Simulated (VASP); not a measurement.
## CO on Ti(0001): which site?

Which site of Ti(0001) does CO prefer, and what does it do to the work function?

Calculated with VASP 6.6.1; PBE; plane waves and PAW (Ti), in the first sound run; inputs show where later runs differ.

### Step 1. The structure

It takes space group P6_3/mmc (No. 194, hexagonal). The conventional cell has a = 2.950 Å, b = 2.950 Å, c = 4.685 Å, α = 90.00°, β = 90.00°, γ = 120.00°. Nearest to Ti lie 12 Ti at 2.90 to 2.95 Å.

### Step 2. The bulk reference, job relaxation, k-mesh 15×15×8

The bulk crystal is relaxed first, so that the slabs are cut at this functional's lattice.

INCAR reads:

```
SYSTEM = Ti
PREC = Accurate
ENCUT = 570
EDIFF = 1E-06
NELM = 120
ISMEAR = 1
SIGMA = 0.15
LREAL = .FALSE.
ALGO = Normal
GGA = PE
NBANDS = 10
LASPH = .TRUE.
LORBIT = 11
LWAVE = .FALSE.
LCHARG = .FALSE.
KPAR = 4
IBRION = 2
NSW = 30
ISIF = 3
EDIFFG = -0.01
POTIM = 0.4
```

POSCAR reads:

```
Ti
1.0
    2.9500000000      0.0000000000      0.0000000000
   -1.4750000000      2.5547749412      0.0000000000
    0.0000000000      0.0000000000      4.6846000000
Ti
2
Direct
    0.0000000000      0.0000000000      0.0000000000
    0.3333333333      0.6666666667      0.5000000000
```

KPOINTS reads:

```
Automatic mesh
0
Gamma
15 15 8
0 0 0
```

Potentials, in the order of the species: Ti (PBE family, release 64).

Run with:

```sh
$ mpirun -np 4 vasp_std
```

Log:

```text
[banner, memory and clock lines left out]
running    4 mpi-ranks, on    1 nodes
 distrk:  each k-point on    1 cores,    4 groups
 distr:  one band on    1 cores,    1 groups

 POSCAR found type information on POSCAR Ti
 POSCAR found :  1 types and       2 ions
 LDA part: xc-table for (Slater+PW92), standard interpolation
 POSCAR, INCAR and KPOINTS ok, starting setup
 FFT: planning ... GRIDC
 FFT: planning ... GRID_SOFT
 FFT: planning ... GRID
 WAVECAR not read
 entering main loop
       N       E                     dE             d eps       ncg     rms          rms(c)
DAV:   1     0.128839618839E+02    0.12884E+02   -0.33633E+03  2708   0.753E+02
DAV:   2    -0.165329324739E+02   -0.29417E+02   -0.28204E+02  2714   0.111E+02
DAV:   3    -0.177451443611E+02   -0.12122E+01   -0.11770E+01  3768   0.251E+01
DAV:   4    -0.177591266539E+02   -0.13982E-01   -0.13937E-01  3444   0.237E+00
DAV:   5    -0.177591715237E+02   -0.44870E-04   -0.44866E-04  3314   0.105E-01    0.151E+01
DAV:   6    -0.157679097076E+02    0.19913E+01   -0.46843E+00  2724   0.194E+01    0.399E+00
DAV:   7    -0.155287176647E+02    0.23919E+00   -0.10900E+00  3052   0.868E+00    0.695E-01
DAV:   8    -0.155146257431E+02    0.14092E-01   -0.20968E-02  2798   0.137E+00    0.236E-01
DAV:   9    -0.155125501061E+02    0.20756E-02   -0.53321E-03  3124   0.457E-01    0.503E-02
DAV:  10    -0.155124840745E+02    0.66032E-04   -0.15595E-04  3146   0.112E-01    0.108E-02
DAV:  11    -0.155124781036E+02    0.59709E-05   -0.83278E-06  3370   0.236E-02    0.292E-03
DAV:  12    -0.155124766988E+02    0.14048E-05   -0.44085E-07  1438   0.533E-03    0.690E-04
DAV:  13    -0.155124766189E+02    0.79930E-07   -0.86339E-08  1366   0.150E-03
   1 F= -.15512477E+02 E0= -.15513548E+02  d E =-.155125E+02
 curvature:   0.00 expect dE= 0.000E+00 dE for cont linesearch  0.000E+00
 trial: gam= 0.00000 g(F)=  0.222E-50 g(S)=  0.321E-01 ort = 0.000E+00 (trialstep = 0.100E+01)
 search vector abs. value=  0.321E-01
 bond charge predicted
       N       E                     dE             d eps       ncg     rms          rms(c)
DAV:   1    -0.155323018494E+02   -0.19825E-01   -0.80487E-01  2700   0.912E+00    0.135E+00
DAV:   2    -0.155234796382E+02    0.88222E-02   -0.19764E-02  2700   0.118E+00    0.520E-01
DAV:   3    -0.155221019532E+02    0.13777E-02   -0.38552E-03  2924   0.432E-01    0.106E-01
DAV:   4    -0.155220425945E+02    0.59359E-04   -0.52155E-04  2704   0.205E-01    0.107E-02
DAV:   5    -0.155220120248E+02    0.30570E-04   -0.32860E-05  2842   0.529E-02    0.516E-03
DAV:   6    -0.155220065978E+02    0.54271E-05   -0.14918E-06  1836   0.812E-03    0.208E-04
DAV:   7    -0.155220067125E+02   -0.11470E-06   -0.11392E-07  1356   0.332E-03
   2 F= -.15522007E+02 E0= -.15522934E+02  d E =-.953009E-02
[...]
3 F= -.15524049E+02 E0= -.15525012E+02  d E =-.115725E-01
[...]
4 F= -.15524046E+02 E0= -.15525011E+02  d E =-.115692E-01
[...]
5 F= -.15524082E+02 E0= -.15525052E+02  d E =-.362228E-04
 trial-energy change:   -0.000036  1 .order   -0.000037   -0.000044   -0.000029
 step:   2.6555(harm=  2.6555)  dis= 0.00000  next Energy=   -15.524109 (dE=-0.628E-04)
 bond charge predicted
       N       E                     dE             d eps       ncg     rms          rms(c)
DAV:   1    -0.155241176059E+02   -0.34666E-04   -0.24904E-03  2700   0.305E-01    0.198E-02
DAV:   2    -0.155241094612E+02    0.81446E-05   -0.15322E-05  3866   0.300E-02    0.103E-02
DAV:   3    -0.155241062738E+02    0.31874E-05   -0.71785E-06  3172   0.110E-02    0.794E-04
DAV:   4    -0.155241062343E+02    0.39494E-07   -0.13931E-07  1352   0.386E-03
   6 F= -.15524106E+02 E0= -.15525087E+02  d E =-.604499E-04
 curvature:  -1.30 expect dE=-0.106E-04 dE for cont linesearch -0.733E-07
 trial: gam= 0.01824 g(F)=  0.929E-51 g(S)=  0.812E-05 ort =-0.162E-05 (trialstep = 0.128E+01)
 search vector abs. value=  0.807E-05
 reached required accuracy - stopping structural energy minimisation
```

Run time: 34 s. Hardware: 4 MPI ranks of AMD EPYC 7R43, shared host; peak memory 0.66 GiB; 2.2 min of CPU time.

The logs omit lines about the potential files and the build; timing stands in the text.

OUTCAR, selected parts (step 2):

```text
ion  position               nearest neighbor table
   1  0.000  0.000  0.000-   2 2.90   2 2.90   2 2.90   2 2.90   2 2.90   2 2.90
   2  0.333  0.667  0.500-   1 2.90   1 2.90   1 2.90   1 2.90   1 2.90   1 2.90

  LATTYP: Found a hexagonal cell.
 ALAT       =     2.9500000000
 C/A-ratio  =     1.5880000000

 Subroutine GETGRP returns: Found 24 space group operations
 (whereof 12 operations were pure point group operations)

The static configuration has the point symmetry D_3h.
 The point group associated with its full space group is D_6h.

 Found    135 irreducible k-points:

   k-points           NKPTS =    135   k-points in BZ     NKDIM =    135   number of bands    NBANDS=     10

   dimension x,y,z NGX =    24 NGY =   24 NGZ =   36
   dimension x,y,z NGXF=    48 NGYF=   48 NGZF=   72

   ENCUT  =  570.0 eV  41.89 Ry    6.47 a.u.   5.74  5.74  9.12*2*pi/ulx,y,z

   NELECT =       8.0000    total number of electrons

 k-points in reciprocal lattice and weights: Automatic mesh
   0.00000000  0.00000000  0.00000000       0.001
   0.06666667  0.00000000  0.00000000       0.003
   0.13333333  0.00000000  0.00000000       0.003
   0.20000000  0.00000000  0.00000000       0.003
   0.26666667  0.00000000  0.00000000       0.003
   0.33333333  0.00000000  0.00000000       0.003
   0.40000000  0.00000000  0.00000000       0.003
   0.46666667  0.00000000  0.00000000       0.003
   0.06666667  0.06666667  0.00000000       0.003
[...]
0.33333333  0.26666667  0.50000000       0.007
   0.33333333  0.33333333  0.50000000       0.001

 average (electrostatic) potential at core
       1 -26.5289       2 -26.5289

 E-fermi :   3.1485

 k-point     1 :       0.0000    0.0000    0.0000
  band No.  band energies     occupation
      1      -3.0027      2.00000
      2       0.4568      2.00000
      3       3.8948     -0.00000
      4       3.8948     -0.00000
      5       3.9422     -0.00000
      6       4.0094     -0.00000
      7       4.3982     -0.00000
    ...

 k-point     2 :       0.0667    0.0000    0.0000
  band No.  band energies     occupation
      1      -2.8771      2.00000
      2       0.5555      2.00000
      3       3.6545     -0.00002
      4       3.6959     -0.00000
      5       3.9840     -0.00000
      6       4.1982     -0.00000
      7       4.3388     -0.00000
    ...

 k-point     3 :       0.1333    0.0000    0.0000
  band No.  band energies     occupation
      1      -2.5103      2.00000
      2       0.8259      2.00000
      3       3.1663      0.80063
      4       3.2998     -0.05194
      5       4.1485     -0.00000
      6       4.2444     -0.00000
      7       4.4751     -0.00000
      8       4.4842     -0.00000
    ...

  Total       -0.0124176     -0.0124176     -0.0105919      0.0000000      0.0000000      0.0000000
  in kB       -0.5806841     -0.5806841     -0.4953079      0.0000000      0.0000000      0.0000000
  external PRESSURE =      -0.5522253 kB  Pullay stress =       0.0000000 kB

  energy-cutoff  :      570.00
  volume of cell :       34.26
      direct lattice vectors                 reciprocal lattice vectors
     2.924830162 -0.000000000 -0.000000000     0.341900194  0.197396169  0.000000000
    -1.462415081  2.532977222  0.000000000     0.000000000  0.394792338  0.000000000
     0.000000000 -0.000000000  4.624617693     0.000000000  0.000000000  0.216234090

 POSITION                                       TOTAL-FORCE (eV/Angst)
 -----------------------------------------------------------------------------------
      0.00000      0.00000      0.00000        -0.000000      0.000000      0.000000
     -0.00000      1.68865      2.31231         0.000000     -0.000000     -0.000000
 -----------------------------------------------------------------------------------
    total drift:                               -0.000000      0.000000     -0.000000

  FREE ENERGIE OF THE ION-ELECTRON SYSTEM (eV)
  ---------------------------------------------------
  free  energy   TOTEN  =       -15.5241062343 eV

  energy  without entropy=      -15.5270484133  energy(sigma->0) =      -15.52508696

 reached required accuracy - stopping structural energy minimisation

 total charge
# of ion       s       p       d       tot
------------------------------------------
    1        0.552   0.598   2.380   3.530
    2        0.552   0.598   2.380   3.530
--------------------------------------------------
tot          1.104   1.195   4.760   7.060

[... 3 further parts left out ...]
```

CONTCAR:

```
Ti
   1.00000000000000
     2.9248301621688517   -0.0000000000000000   -0.0000000000000000
    -1.4624150810844259    2.5329772222281703    0.0000000000000000
     0.0000000000000000   -0.0000000000000000    4.6246176925036675
  Ti
     2
Direct
     0.0000000000000000    0.0000000000000000    0.0000000000000000
     0.3333333332999970    0.6666666667000030    0.5000000000000000
```

The data set Ti keeps the semicore shell frozen, which is cheaper and a little less accurate. The run keeps the 24 symmetry operations of its start, so it cannot find a distortion of lower symmetry.

Relaxation path:

```
step  energy less that of the first step (eV)  largest force (eV/Å)  pressure (GPa)  volume (Å³)
   1                                   0.0000                0.0000           -3.38        35.31
   2                                  -0.0095                0.0000            1.55        33.81
   3                                  -0.0116                0.0000            0.03        34.24
   4                                  -0.0116                0.0000           -0.06        34.26
   5                                  -0.0116                0.0000           -0.05        34.26
   6                                  -0.0116                0.0000           -0.06        34.26
```

```
conventional cell, symmetrised  before  after  change
                         a (Å)   2.950  2.925  -0.9 %
                         b (Å)   2.950  2.925  -0.9 %
                         c (Å)   4.685  4.625  -1.3 %
              volume (Å³/atom)   17.65  17.13  -3.0 %
```

The relaxed structure:

```cif
data_structure
_symmetry_space_group_name_H-M 'P 1'
_symmetry_Int_Tables_number 1
_cell_length_a 2.9248
_cell_length_b 2.9248
_cell_length_c 4.6246
_cell_angle_alpha 90.000
_cell_angle_beta 90.000
_cell_angle_gamma 120.000
_cell_volume 34.26
loop_
_atom_site_label
_atom_site_type_symbol
_atom_site_fract_x
_atom_site_fract_y
_atom_site_fract_z
_atom_site_occupancy
Ti1 Ti 0.00000 0.00000 0.00000 1
Ti2 Ti 0.33333 0.66667 0.50000 1
```

This step gave:

```
electronic cycles       : 35
electrons               : 8
free energy (TOTEN)     : -15.52 eV
energy at zero smearing : -15.53 eV
Fermi energy            : 3.148 eV
metallic                : yes
```

The run ended after 6 ionic steps, 0.012 eV below its first step, once forces and stress met EDIFFG = -0.01.

Energy at zero smearing: -15.52509 eV.

### Step 3. The bulk reference, job self-consistent run, k-mesh 18×18×10

INCAR reads:

```
SYSTEM = Ti
PREC = Normal
ENCUT = 440
EDIFF = 1E-06
NELM = 120
ISMEAR = 1
SIGMA = 0.15
LREAL = .FALSE.
ALGO = Fast
GGA = PE
NBANDS = 10
LASPH = .TRUE.
LORBIT = 11
LWAVE = .FALSE.
LCHARG = .FALSE.
KPAR = 4
```

POSCAR reads:

```
Ti
1.0
    2.9248301622      0.0000000000      0.0000000000
   -1.4624150811      2.5329772222      0.0000000000
    0.0000000000      0.0000000000      4.6246176925
Ti
2
Direct
    0.0000000000      0.0000000000      0.0000000000
    0.3333333333      0.6666666667      0.5000000000
```

KPOINTS reads:

```
Automatic mesh
0
Gamma
18 18 10
0 0 0
```

Run with:

```sh
$ mpirun -np 4 vasp_std
```

Log:

```text
[... set-up lines as in an earlier step ...]
 entering main loop
       N       E                     dE             d eps       ncg     rms          rms(c)
DAV:   1     0.107623589337E+02    0.10762E+02   -0.29110E+03  4440   0.617E+02
DAV:   2    -0.166189375728E+02   -0.27381E+02   -0.26232E+02  4472   0.104E+02
DAV:   3    -0.176595991971E+02   -0.10407E+01   -0.10108E+01  6170   0.231E+01
DAV:   4    -0.176701886288E+02   -0.10589E-01   -0.10568E-01  5730   0.201E+00
[...]
RMM:  13    -0.155243932640E+02   -0.99779E-05   -0.74791E-05  5290   0.542E-02    0.889E-03
RMM:  14    -0.155243929310E+02    0.33292E-06   -0.17296E-05  5021   0.220E-02    0.810E-04
RMM:  15    -0.155243935465E+02   -0.61548E-06   -0.24124E-06  3877   0.119E-02
   1 F= -.15524394E+02 E0= -.15525481E+02  d E =0.326355E-02
```

Run time: 8.8 s. Hardware: 4 MPI ranks; peak memory 0.5 GiB.

Parts of OUTCAR (step 3):

```text
  Total       -0.0208178     -0.0208178     -0.0077230      0.0000000     -0.0000000      0.0000000
  in kB       -0.9735057     -0.9735057     -0.3611501      0.0000000     -0.0000000      0.0000000
  external PRESSURE =      -0.7693871 kB  Pullay stress =       0.0000000 kB

 POSITION                                       TOTAL-FORCE (eV/Angst)
 -----------------------------------------------------------------------------------
      0.00000      0.00000      0.00000        -0.000000      0.000000      0.000000
     -0.00000      1.68865      2.31231         0.000000      0.000000      0.000000
 -----------------------------------------------------------------------------------
    total drift:                               -0.000000      0.000000     -0.000000

  FREE ENERGIE OF THE ION-ELECTRON SYSTEM (eV)
  ---------------------------------------------------
  free  energy   TOTEN  =       -15.5243935465 eV

  energy  without entropy=      -15.5276570991  energy(sigma->0) =      -15.52548140

[... 3 further parts left out ...]
[key lines of the parts left out:]
E-fermi :   3.1507
```

This step gave:

```yaml
electronic_cycles: 15
fermi_energy: 3.151 eV
```

Energy at zero smearing: -15.52548 eV.

The run ends at a pressure of -0.08 GPa.

[end of part 1 of 8]

[Lines on the potential files, build, host, timing and source positions are cut from VASP's logs without a mark.]

[Logs are printed without paths, hosts, clocks, repeated set-up lines and the standing remarks that a program may print on its own settings, such as how far it seeks lower states.]

[Hosts, paths, dates, database ids (printed as entryN), source tags and the programs' standing remarks are cut or masked in the printed files.]

[Runs that stopped without an error message from VASP are left out.]
